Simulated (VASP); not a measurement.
An input for Quantum ESPRESSO's pw.x (written as the equivalent of a VASP run, and not itself run):

```
&CONTROL
  calculation = 'scf'
  pseudo_dir = './pseudo'
  outdir = './out'
  tprnfor = .true.
  tstress = .true.
/
&SYSTEM
  ibrav = 0
  nat = 1
  ntyp = 1
  ecutwfc = 80
  occupations = 'smearing'
  smearing = 'gaussian'
  degauss = 0.003675
  input_dft = 'pbe'
/
&ELECTRONS
  conv_thr = 7.3e-08
  electron_maxstep = 100
/
ATOMIC_SPECIES
  Mo 95.950 Mo.upf
CELL_PARAMETERS angstrom
    -1.5679720    1.5679720    1.5679720
     1.5679720   -1.5679720    1.5679720
     1.5679720    1.5679720   -1.5679720
ATOMIC_POSITIONS crystal
  Mo   0.0000000  0.0000000  0.0000000
K_POINTS automatic
  15 15 15 0 0 0
```

Problem. Translate this input to VASP (INCAR, KPOINTS, POSCAR, choice of POTCAR).

Solution. This is not unique; one that fits is 
File KPOINTS:
```
K-points
0
G
15 15 15
0 0 0
```

File POSCAR:
```
Mo
1
   -1.5679720000     1.5679720000     1.5679720000
    1.5679720000    -1.5679720000     1.5679720000
    1.5679720000     1.5679720000    -1.5679720000
Mo
1
Direct
  0.0000000000   0.0000000000   0.0000000000
```

INCAR:
```
SYSTEM = Mo
PREC = Accurate; ENCUT = 300; LREAL = .FALSE.
LASPH = .TRUE.
EDIFF = 1E-6; NELM = 100; ALGO = Normal
LMAXMIX = 4
ISMEAR = 0; SIGMA = 0.05
GGA = PE
ISIF = 2
LWAVE = .FALSE.; LCHARG = .FALSE.
```

POTCAR, in this order: Mo_sv (PBE.64 set). Program: vasp_std.

Limits of the translation: the potentials are each code's own (VASP's PAW set, PseudoDojo norm-conserving files in pw.x), so ENCUT and ecutwfc are chosen apart and not converted; conv_thr bounds pw.x's estimated SCF error, while EDIFF bounds the energy change between steps.

The structure comes from a computed database's Mo entry; how it stands against other phases isn't given here. The cell was not relaxed at this level.
